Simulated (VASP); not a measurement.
```xyz
5
Lattice="5.1752 0.0000 0.0000 0.0000 5.1752 0.0000 0.0000 0.0000 5.1752" Properties=species:S:1:pos:R:3 pbc="T T T"
Cs     0.0000     0.0000     0.0000
Pb     2.5876     2.5876     2.5876
Br     2.5876     0.0000     2.5876
Br     0.0000     2.5876     2.5876
Br     2.5876     2.5876     0.0000
```

Level of theory: PBEsol GGA, VASP's PBE PAW potentials (set 64) (plane waves; VASP). Settings: 500 eV cut-off, 6×6×6 Γ-centred mesh, first-order Methfessel-Paxton smearing of 0.10 eV, potentials Cs_sv Pb_d Br.

Energy and stress use the plane-wave basis of the starting cell.

Problem. The ions, cell shape and volume at an external pressure of 30.0 GPa are relaxed. Which structure does the run end with?

Solution. 
```xyz
5
Lattice="5.0269 0.0000 0.0000 0.0000 5.0269 0.0000 0.0000 0.0000 5.0269" Properties=species:S:1:pos:R:3 pbc="T T T"
Cs     0.0000     0.0000     0.0000
Pb     2.5135     2.5135     2.5135
Br     2.5135     0.0000     2.5135
Br     0.0000     2.5135     2.5135
Br     2.5135     2.5135     0.0000
```
Space group Pm-3m (221), at a tolerance of 0.03 Å.

Problem. How do energy and volume change from the first to the last step?

Solution. The energy (σ→0) changes by +355.7 meV/atom and the volume by -8.4 %, in 4 ionic steps.

The compound is CsPbBr3 in the cubic perovskite structure, the ideal cubic form; the compound distorts at low or room temperature. This run relaxes it under an external pressure of 30 GPa. Symmetry was kept, so distortions that lower it aren't found.
